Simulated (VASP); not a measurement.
# AlN: exact exchange and RPA correlation, part 4 of 7

Aim: total energies of AlN from exact exchange and RPA correlation, beside cheaper functionals. The scan starts from a database cell, scaled to the smallest volume of the series. The cell is of the wurtzite type, one of the forms listed for this formula. The start is a cell from a database of measured crystal structures.

VASP 6.6.1, plane waves and PAW; the level of theory is named at each step.

So far. Step 14 (Orbitals for comparison: HSE06, volume ratio 0.96): The run ends at a pressure of 4.08 GPa, with forces up to 0.15 eV/Å. Step 15 (Comparison: HSE06, volume ratio 0.96): Its energy is -8.7461 eV an atom, on a zero of its own.

The database entry behind the starting cell differs from later determinations by our own check (inner coordinate u about 0.002 short), so it need not match the best structure at ambient conditions.

### Step 16. Orbitals, volume ratio 0.99

This step: LDA; plane waves and PAW (Al_GW, N_GW) (VASP 6.6.1).

The same chain follows at a volume ratio of 0.99.

Input file INCAR:

```
SYSTEM = AlN
PREC = Accurate
ENCUT = 570
EDIFF = 1E-08
NELM = 100
ISMEAR = 0
SIGMA = 0.05
LREAL = .FALSE.
ALGO = Normal
GGA = CA
NBANDS = 14
LORBIT = 11
LWAVE = .TRUE.
LCHARG = .FALSE.
KPAR = 4
```

Input file POSCAR:

```
AlN
1.0
    3.1025885510      0.0000000000      0.0000000000
   -1.5512942755      2.6869205027      0.0000000000
    0.0000000000      0.0000000000      4.9643410127
Al N
2 2
Direct
    0.6666666667      0.3333333333      0.5000000000
    0.3333333333      0.6666666667      0.0000000000
    0.6666666667      0.3333333333      0.8800000000
    0.3333333333      0.6666666667      0.3800000000
```

Input file KPOINTS:

```
Automatic mesh
0
Gamma
6 6 4
0 0 0
```

The projector-augmented-wave data sets are Al_GW and N_GW (LDA family, release 64).

Run with:

```bash
$ mpirun -np 4 vasp_std
```

Log:

```text
[... set-up lines as in an earlier step ...]
 entering main loop
       N       E                     dE             d eps       ncg     rms          rms(c)
DAV:   1     0.664795607734E+02    0.66480E+02   -0.77214E+03   588   0.110E+03
DAV:   2    -0.318779050031E+02   -0.98357E+02   -0.86277E+02   892   0.315E+02
DAV:   3    -0.378004585286E+02   -0.59226E+01   -0.58720E+01   804   0.625E+01
DAV:   4    -0.379029703733E+02   -0.10251E+00   -0.10246E+00   752   0.109E+01
[...]
DAV:  13    -0.329064260819E+02    0.63903E-06   -0.22306E-06  1002   0.173E-02    0.251E-04
DAV:  14    -0.329064260933E+02   -0.11415E-07   -0.54815E-08   744   0.187E-03    0.114E-04
DAV:  15    -0.329064260944E+02   -0.10781E-08   -0.23700E-09   630   0.660E-04
   1 F= -.32906426E+02 E0= -.32906426E+02  d E =-.171899E-12
 writing wavefunctions
```

It took 4 s on 4 MPI ranks of Intel Xeon Platinum 8259CL at 2.50GHz (Skylake/Cascade Lake), shared host; peak memory 0.56 GiB.

Parts of OUTCAR (step 16):

```text
  Total       -0.7859956     -0.7859956     -0.3711745      0.0000000      0.0000000      0.0000000
  in kB      -30.4291677    -30.4291677    -14.3697148      0.0000000      0.0000000      0.0000000
  external PRESSURE =     -25.0760167 kB  Pullay stress =       0.0000000 kB

 POSITION                                       TOTAL-FORCE (eV/Angst)
 -----------------------------------------------------------------------------------
      1.55129      0.89564      2.48217        -0.000000      0.000000     -0.126672
     -0.00000      1.79128      0.00000         0.000000     -0.000000     -0.126672
      1.55129      0.89564      4.36862         0.000000     -0.000000      0.126672
     -0.00000      1.79128      1.88645        -0.000000      0.000000      0.126672
 -----------------------------------------------------------------------------------
    total drift:                                0.000000      0.000000     -0.001424

  FREE ENERGIE OF THE ION-ELECTRON SYSTEM (eV)
  ---------------------------------------------------
  free  energy   TOTEN  =       -32.9064260944 eV

  energy  without entropy=      -32.9064260944  energy(sigma->0) =      -32.90642609

[... 1 part as in an earlier step ...]

[... 2 further parts left out ...]
[key lines of the parts left out:]
E-fermi :   5.3031
```

The run ends at a pressure of -2.51 GPa, with forces up to 0.13 eV/Å.

### Step 17. Exact exchange, volume ratio 0.99

This step: Hartree-Fock energy on LDA orbitals; plane waves and PAW (Al_GW, N_GW) (VASP 6.6.1).

Exact exchange at this point.

Input file INCAR:

```
SYSTEM = AlN
PREC = Accurate
ENCUT = 570
ISMEAR = 0
SIGMA = 0.05
LREAL = .FALSE.
GGA = CA
NBANDS = 14
ALGO = Eigenval
NELM = 1
LHFCALC = .TRUE.
AEXX = 1
ALDAC = 0
AGGAC = 0
PRECFOCK = Normal
LWAVE = .FALSE.
LCHARG = .FALSE.
```

POSCAR is that of step 16.

KPOINTS is that of step 16.

The WAVECAR or CHGCAR of an earlier step is read.

Run with:

```bash
$ mpirun -np 4 vasp_std
```

Log:

```text
[... set-up lines as in an earlier step ...]
 entering main loop
       N       E                     dE             d eps       ncg     rms          rms(c)
EIG:   1    -0.513862036390E+02   -0.51386E+02    0.00000E+00     0   0.000E+00
   1 F= -.51386204E+02 E0= -.51386204E+02  d E =-.721813E-36
```

Elapsed: 82 s, on 4 MPI ranks; peak memory 0.52 GiB.

OUTCAR, selected parts (step 17):

```text
 POSITION                                       TOTAL-FORCE (eV/Angst)
 -----------------------------------------------------------------------------------
      1.55129      0.89564      2.48217         0.000000     -0.000000     -0.162639
     -0.00000      1.79128      0.00000        -0.000000      0.000000     -0.162639
      1.55129      0.89564      4.36862        -0.000000      0.000000      0.162639
     -0.00000      1.79128      1.88645         0.000000     -0.000000      0.162639
 -----------------------------------------------------------------------------------
    total drift:                                0.000000      0.000000     -0.055662

  FREE ENERGIE OF THE ION-ELECTRON SYSTEM (eV)
  ---------------------------------------------------
  free  energy   TOTEN  =       -51.3862036390 eV

  energy  without entropy=      -51.3862036390  energy(sigma->0) =      -51.38620364

[... 2 parts as in an earlier step ...]

[... 1 further part left out ...]
[key lines of the parts left out:]
E-fermi :   5.5068
```

The Hartree-Fock energy on these orbitals is -12.8466 eV an atom.

### Step 18. Empty bands, volume ratio 0.99

This step: LDA; plane waves and PAW (Al_GW, N_GW) (VASP 6.6.1).

The empty bands are made again, for the run that follows.

Input file INCAR:

```
SYSTEM = AlN
PREC = Accurate
ENCUT = 570
ISMEAR = 0
SIGMA = 0.05
LREAL = .FALSE.
GGA = CA
NBANDS = 1296
ALGO = Exact
NELM = 1
LWAVE = .TRUE.
LCHARG = .FALSE.
LOPTICS = .TRUE.
NEDOS = 1000
CSHIFT = 0.1
```

POSCAR is that of step 17.

KPOINTS is that of step 17.

Run with:

```bash
$ mpirun -np 4 vasp_std
```

Log:

```text
[banner, memory and clock lines left out]
running    4 mpi-ranks, on    1 nodes
[...]
LDA part: xc-table for (Slater(with rela. corr.)+CA(PZ))
 , standard interpolation
 found WAVECAR, reading the header
  number of bands has changed, file:    14 present:  1296
  trying to continue reading WAVECAR, but it might fail
 POSCAR, INCAR and KPOINTS ok, starting setup
[...]
reading WAVECAR
 random initialization beyond band           14
 the WAVECAR file was read successfully
 initial charge from wavefunction
 entering main loop
       N       E                     dE             d eps       ncg     rms          rms(c)
DIA:   1    -0.329064260955E+02   -0.32906E+02    0.00000E+00     0   0.000E+00
   1 F= -.32906426E+02 E0= -.32906426E+02  d E =-.332380E-68
 writing wavefunctions
 optical routines
 imaginary and real dielectric function
 recalculating local potential from charge density
 direction            1
 direction            2
 direction            3
```

The job ended after 43 s (4 MPI ranks; peak memory 1.9 GiB; 2.8 min of CPU time).

From OUTCAR (step 18):

```text
  Total       -0.7862483     -0.7862483     -0.3714079      0.0000000      0.0000000      0.0000000
  in kB      -30.4389515    -30.4389515    -14.3787493      0.0000000      0.0000000      0.0000000
  external PRESSURE =     -25.0855508 kB  Pullay stress =       0.0000000 kB

 POSITION                                       TOTAL-FORCE (eV/Angst)
 -----------------------------------------------------------------------------------
      1.55129      0.89564      2.48217        -0.000000      0.000000     -0.126671
     -0.00000      1.79128      0.00000         0.000000      0.000000     -0.126671
      1.55129      0.89564      4.36862         0.000000     -0.000000      0.126671
     -0.00000      1.79128      1.88645        -0.000000      0.000000      0.126671
 -----------------------------------------------------------------------------------
    total drift:                                0.000000      0.000000     -0.001436

  FREE ENERGIE OF THE ION-ELECTRON SYSTEM (eV)
  ---------------------------------------------------
  free  energy   TOTEN  =       -32.9064260955 eV

  energy  without entropy=      -32.9064260955  energy(sigma->0) =      -32.90642610

[... 1 part as in an earlier step ...]

[... 2 further parts left out ...]
[key lines of the parts left out:]
E-fermi :   5.6854
```

WAVECAR now holds 1296 bands for 16 electrons.

### Step 19. RPA correlation, volume ratio 0.99

This step: RPA correlation on LDA orbitals; plane waves and PAW (Al_GW, N_GW) (VASP 6.6.1).

RPA correlation at this point.

Input file INCAR:

```
SYSTEM = AlN
PREC = Accurate
ENCUT = 570
ISMEAR = 0
SIGMA = 0.05
LREAL = .FALSE.
GGA = CA
NBANDS = 1296
ALGO = ACFDT
ENCUTGW = 160
NOMEGA = 12
PRECFOCK = Fast
LWAVE = .FALSE.
LCHARG = .FALSE.
```

POSCAR is that of step 18.

KPOINTS is that of step 18.

Run with:

```bash
$ mpirun -np 4 vasp_std
```

Log:

```text
[banner, memory and clock lines left out]
running    4 mpi-ranks, on    1 nodes
[...]
LDA part: xc-table for (Slater(with rela. corr.)+CA(PZ))
 , standard interpolation
 found WAVECAR, reading the header
 POSCAR, INCAR and KPOINTS ok, starting setup
[...]
reading WAVECAR
 the WAVECAR file was read successfully
 initial charge from wavefunction
 available memory per node:    126.18 GB, setting MAXMEM to    129213

 The Fermi energy was updated, please check that it is located mid-gap
 values below the HOMO (VB) or above the LUMO (CB) will cause erroneous energies
 E-fermi :   7.2415

 the WAVEDER file was read successfully
 set NWRITE>2 for more details about minimax calculation
 number of imaginary grid points requested:      12
 number of distinct grids requested:  1
 quadrature errors minimized for energies in [ 0.433E+01, 0.573E+03 ]
 bosonic grid (T=0, re) determined with error: 0.4235E-08
 bosonic grid (re): 0.4235E-08
       0.9538       3.0668       5.8556       9.9850      16.5091
[...]
NQ=  15    0.0000    0.0000    0.5000,
|.........|.........|.........|.........
 performed     265395000 updates of chi_q(r,r)
 total number of BLAS operations      77867.83 Gflops
NQ=  16    0.1667    0.0000    0.5000,
|.........|.........|.........|.........
 performed     283088000 updates of chi_q(r,r)
 total number of BLAS operations      82870.83 Gflops
NQ=  17    0.3333    0.0000    0.5000,
|.........|.........|.........|.........
 performed     300781000 updates of chi_q(r,r)
 total number of BLAS operations      88088.99 Gflops
NQ=  18    0.5000    0.0000    0.5000,
|.........|.........|.........|.........
 performed     318474000 updates of chi_q(r,r)
 total number of BLAS operations      92881.36 Gflops
NQ=  19    0.1667    0.1667    0.5000,
|.........|.........|.........|.........
 performed     336167000 updates of chi_q(r,r)
 total number of BLAS operations      98430.75 Gflops
NQ=  20    0.3333    0.1667    0.5000,
|.........|.........|.........|.........
 performed     353860000 updates of chi_q(r,r)
 total number of BLAS operations     103540.76 Gflops
NQ=  21    0.3333    0.3333    0.5000,
|.........|.........|.........|.........
 performed     371553000 updates of chi_q(r,r)
 total number of BLAS operations     108437.88 Gflops
 entering main loop
```

Run time: 25 min. Hardware: 4 MPI ranks; peak memory 5.2 GiB.

From OUTCAR (step 19):

```text
      cutoff energy     smooth cutoff   RPA   correlation   Hartree contr. to MP2
---------------------------------------------------------------------------------
            160.000           128.000      -22.1244952484      -35.6310098756
            152.381           121.905      -21.8667962000      -35.3009766738
            145.125           116.100      -21.5968143279      -34.9498211468
            138.214           110.571      -21.3153011582      -34.5780654869
            131.632           105.306      -21.0200062430      -34.1823367062
            125.364           100.291      -20.7153110612      -33.7680057781
            119.394            95.516      -20.3975108486      -33.3290472685
            113.709            90.967      -20.0691037156      -32.8684575778
  linear regression

[... 2 parts as in an earlier step ...]

[... 2 further parts left out ...]
[key lines of the parts left out:]
E-fermi :   7.2415
```

Extrapolated by the program to an infinite response cutoff, the correlation energy is -6.2913 eV an atom, -18 meV against the point before. With exact exchange the total is -19.1379 eV an atom.

### Step 20. Comparison: r2SCAN, volume ratio 0.99

This step: r2SCAN; plane waves and PAW (Al_GW, N_GW) (VASP 6.6.1).

The comparison at this point.

Input file INCAR:

```
SYSTEM = AlN
PREC = Accurate
ENCUT = 570
EDIFF = 1E-06
NELM = 100
ISMEAR = 0
SIGMA = 0.05
LREAL = .FALSE.
ALGO = Normal
METAGGA = R2SCAN
LASPH = .TRUE.
NBANDS = 14
LWAVE = .FALSE.
LCHARG = .FALSE.
KPAR = 4
```

POSCAR is that of step 19.

KPOINTS is that of step 19.

Run with:

```bash
$ mpirun -np 4 vasp_std
```

Log:

```text
[... set-up lines as in an earlier step ...]
 entering main loop
       N       E                     dE             d eps       ncg     rms          rms(c)
DAV:   1    -0.172328921719E+02   -0.17233E+02   -0.80049E+03   588   0.114E+03
DAV:   2    -0.119042711153E+03   -0.10181E+03   -0.89428E+02   892   0.327E+02
DAV:   3    -0.125257410977E+03   -0.62147E+01   -0.61624E+01   798   0.651E+01
DAV:   4    -0.125366413422E+03   -0.10900E+00   -0.10896E+00   732   0.116E+01
[...]
DAV:  10    -0.116076132094E+03   -0.33500E-03   -0.12721E-03   726   0.284E-01    0.564E-02
DAV:  11    -0.116076094257E+03    0.37838E-04   -0.20481E-04   984   0.191E-01    0.260E-03
DAV:  12    -0.116076094408E+03   -0.15142E-06   -0.51819E-06   792   0.241E-02
   1 F= -.11607609E+03 E0= -.11607609E+03  d E =-.462045E-19
```

The job ended after 13 s (4 MPI ranks; peak memory 0.63 GiB).

OUTCAR, selected parts (step 20):

```text
  Total       -0.0791361     -0.0791361      0.3808296      0.0000000      0.0000000     -0.0000000
  in kB       -3.0636873     -3.0636873     14.7435034      0.0000000      0.0000000     -0.0000000
  external PRESSURE =       2.8720429 kB  Pullay stress =       0.0000000 kB

 POSITION                                       TOTAL-FORCE (eV/Angst)
 -----------------------------------------------------------------------------------
      1.55129      0.89564      2.48217        -0.000000     -0.000000     -0.129273
     -0.00000      1.79128      0.00000         0.000000      0.000000     -0.129273
      1.55129      0.89564      4.36862        -0.000000     -0.000000      0.129273
     -0.00000      1.79128      1.88645         0.000000     -0.000000      0.129273
 -----------------------------------------------------------------------------------
    total drift:                               -0.000000      0.000000     -0.025953

  FREE ENERGIE OF THE ION-ELECTRON SYSTEM (eV)
  ---------------------------------------------------
  free  energy   TOTEN  =      -116.0760944083 eV

  energy  without entropy=     -116.0760944083  energy(sigma->0) =     -116.07609441

[... 2 parts as in an earlier step ...]

[... 1 further part left out ...]
[key lines of the parts left out:]
E-fermi :   5.3894
```

Its energy is -29.0190 eV an atom, on a zero of its own.

### Step 21. Orbitals for comparison: HSE06, volume ratio 0.99

This step: LDA; plane waves and PAW (Al_GW, N_GW) (VASP 6.6.1).

Starting orbitals, as before.

Input file INCAR:

```
SYSTEM = AlN
PREC = Accurate
ENCUT = 570
EDIFF = 1E-05
NELM = 100
ISMEAR = 0
SIGMA = 0.05
LREAL = .FALSE.
ALGO = Normal
GGA = CA
NBANDS = 14
LORBIT = 11
LWAVE = .TRUE.
LCHARG = .FALSE.
KPAR = 4
```

POSCAR is that of step 20.

KPOINTS is that of step 20.

Run with:

```bash
$ mpirun -np 4 vasp_std
```

Log:

```text
[... set-up lines as in an earlier step ...]
 entering main loop
       N       E                     dE             d eps       ncg     rms          rms(c)
[... 11 cycles as in an earlier step ...]
DAV:  12    -0.329064267157E+02   -0.31854E-06   -0.64058E-07   522   0.753E-03
   1 F= -.32906427E+02 E0= -.32906427E+02  d E =-.189497E-12
 writing wavefunctions
```

Wall time 3.4 s (4 MPI ranks); peak memory 0.54 GiB.

OUTCAR, selected parts (step 21):

```text
  Total       -0.7976544     -0.7976544     -0.3827197      0.0000000      0.0000000     -0.0000000
  in kB      -30.8805311    -30.8805311    -14.8166744      0.0000000      0.0000000     -0.0000000
  external PRESSURE =     -25.5259122 kB  Pullay stress =       0.0000000 kB

 POSITION                                       TOTAL-FORCE (eV/Angst)
 -----------------------------------------------------------------------------------
      1.55129      0.89564      2.48217        -0.000000      0.000000     -0.126660
     -0.00000      1.79128      0.00000        -0.000000     -0.000000     -0.126660
      1.55129      0.89564      4.36862        -0.000000      0.000000      0.126660
     -0.00000      1.79128      1.88645         0.000000      0.000000      0.126660
 -----------------------------------------------------------------------------------
    total drift:                                0.000000      0.000000     -0.001590

  FREE ENERGIE OF THE ION-ELECTRON SYSTEM (eV)
  ---------------------------------------------------
  free  energy   TOTEN  =       -32.9064267157 eV

  energy  without entropy=      -32.9064267157  energy(sigma->0) =      -32.90642672

[... 2 parts as in an earlier step ...]

[... 1 further part left out ...]
[key lines of the parts left out:]
E-fermi :   5.3034
```

The run ends at a pressure of -2.55 GPa, with forces up to 0.13 eV/Å.

### Step 22. Comparison: HSE06, volume ratio 0.99

This step: HSE06; plane waves and PAW (Al_GW, N_GW) (VASP 6.6.1).

The comparison at this point.

Input file INCAR:

```
SYSTEM = AlN
PREC = Accurate
ENCUT = 570
EDIFF = 1E-06
NELM = 100
ISMEAR = 0
SIGMA = 0.05
LREAL = .FALSE.
ALGO = Normal
LHFCALC = .TRUE.
AEXX = 0.25
GGA = PE
HFSCREEN = 0.2
LASPH = .TRUE.
NBANDS = 14
PRECFOCK = Fast
LWAVE = .FALSE.
LCHARG = .FALSE.
KPAR = 4
```

POSCAR is that of step 21.

KPOINTS is that of step 21.

The WAVECAR or CHGCAR of an earlier step is read.

Run with:

```bash
$ mpirun -np 4 vasp_std
```

Log:

```text
[... set-up lines as in an earlier step ...]
 entering main loop
       N       E                     dE             d eps       ncg     rms          rms(c)
DAV:   1    -0.350125094745E+02   -0.35013E+02   -0.96666E-01   648   0.154E+01    0.769E-01
DAV:   2    -0.350143866345E+02   -0.18772E-02   -0.27316E-02   804   0.190E+00    0.515E-01
DAV:   3    -0.350093567962E+02    0.50298E-02   -0.58452E-03   828   0.687E-01    0.328E-01
DAV:   4    -0.350086764740E+02    0.68032E-03   -0.11521E-03   804   0.242E-01    0.217E-01
[...]
DAV:   9    -0.350081562508E+02    0.40262E-05   -0.12393E-06   456   0.166E-02    0.127E-02
DAV:  10    -0.350081551171E+02    0.11337E-05   -0.84258E-07   426   0.895E-03    0.749E-03
DAV:  11    -0.350081548015E+02    0.31559E-06   -0.22507E-07   420   0.453E-03
   1 F= -.35008155E+02 E0= -.35008155E+02  d E =-.131718E-19
```

It took 3.9 min on 4 MPI ranks; peak memory 1.1 GiB; 16 min of CPU time.

Parts of OUTCAR (step 22):

```text
 POSITION                                       TOTAL-FORCE (eV/Angst)
 -----------------------------------------------------------------------------------
      1.55129      0.89564      2.48217        -0.000000      0.000000     -0.133247
     -0.00000      1.79128      0.00000         0.000000     -0.000000     -0.133247
      1.55129      0.89564      4.36862         0.000000      0.000000      0.133247
     -0.00000      1.79128      1.88645        -0.000000      0.000000      0.133247
 -----------------------------------------------------------------------------------
    total drift:                                0.000000      0.000001     -0.005346

  FREE ENERGIE OF THE ION-ELECTRON SYSTEM (eV)
  ---------------------------------------------------
  free  energy   TOTEN  =       -35.0081548015 eV

  energy  without entropy=      -35.0081548015  energy(sigma->0) =      -35.00815480

[... 2 parts as in an earlier step ...]

[... 1 further part left out ...]
[key lines of the parts left out:]
E-fermi :   4.7232
```

Its energy is -8.7520 eV an atom, on a zero of its own.

(Part 4 of 7 ends here.)

[Lines on the potential files, build, host, timing and source positions are cut from VASP's logs without a mark.]

[Logs are printed without paths, hosts, clocks, repeated set-up lines and the standing remarks that a program may print on its own settings, such as how far it seeks lower states.]

[Hosts, paths, dates, database ids (printed as entryN), source tags and the programs' standing remarks are cut or masked in the printed files.]

[Pressures printed for these runs are not shown converged in the cutoff: they can be off by several GPa and have the wrong sign.]
